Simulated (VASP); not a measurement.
```
TiN
1.0
    0.00000     2.12000     2.12000
    2.12000     0.00000     2.12000
    2.12000     2.12000     0.00000
Ti N
1 1
Direct
  0.00000   0.00000   0.00000
  0.50000   0.50000   0.50000
```

These are PBE GGA with D4 dispersion, VASP's PBE PAW potentials (set 64) (plane waves; VASP) values and carry that method's errors. Settings: 520 eV cut-off, 13×13×13 Γ-centred mesh, first-order Methfessel-Paxton smearing of 0.10 eV, potentials Ti_sv N.

**Question.** The ions, cell shape and volume are relaxed. What does this cell relax into?

**Answer.** 
```
TiN
1.0
    0.00000     2.10719     2.10719
    2.10719     0.00000     2.10719
    2.10719     2.10719     0.00000
Ti N
1 1
Direct
  0.00000   0.00000   0.00000
  0.50000   0.50000   0.50000
```
Space group Fm-3m (225), at a tolerance of 0.03 Å.

**Question.** How do energy and volume change from the first to the last step?

**Answer.** The energy (σ→0) changes by -2.8 meV/atom and the volume by -1.8 %, in 4 ionic steps.

```csv
step,E(σ→0) (eV),max force (eV/Å),pressure (GPa),volume (Å³)
1,-20.2765,0.000,-5.16,19.06
2,-20.2703,0.000,7.14,18.22
3,-20.2821,0.000,-0.20,18.73
4,-20.2821,0.000,-0.13,18.71
```

The compound is TiN in the rock salt structure. This run relaxes it. Symmetry was kept, so distortions that lower it aren't found. The electron count is odd and the run is not spin-polarised, which forces a metal.
